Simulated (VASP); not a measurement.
Given:

```xyz
4
Lattice="4.2952 0.0000 0.0000 -2.1476 3.7198 0.0000 0.0000 0.0000 5.9865" Properties=species:S:1:pos:R:3 pbc="T T T"
Mo     0.0000     0.0000     0.0000
Mo     0.0000     0.0000     2.9932
Sb     0.0000     2.4798     1.4966
Sb     2.1476     1.2399     4.4899
```

All values below come from PBE GGA, VASP's PBE PAW potentials (set 64) (plane waves; VASP 6.6.1). Numerical set-up: 300 eV cut-off, 5×5×3 Γ-centred mesh, Gaussian smearing of 0.050 eV, potentials Mo_sv Sb.

At this cut-off the stress carries a Pulay error, which pulls relaxed volumes low. Unless said otherwise, spin-orbit coupling is left out, though it shifts the bands of the heavy elements here.

Q: Predict the energy per atom (σ→0), pressure, band gap (on the k-mesh) with the smallest direct gap where there is one.

A: 
| Property | Value |
|---|---|
| band gap (on the k-mesh) | none (metal, semimetal or under 0.01 eV) |
| energy per atom (σ→0) | -680.1 kJ/mol-atom |
| pressure | -12.00 GPa |

Only differences to runs with the same potentials and settings are physical.

The structure was generated: SbMo was put into an ordered model structure, which need not be its known phase. The cell was not relaxed at this level. The k-mesh is coarse (spacing up to 0.35 per Å, 2π included), so the numbers may not be converged in it.
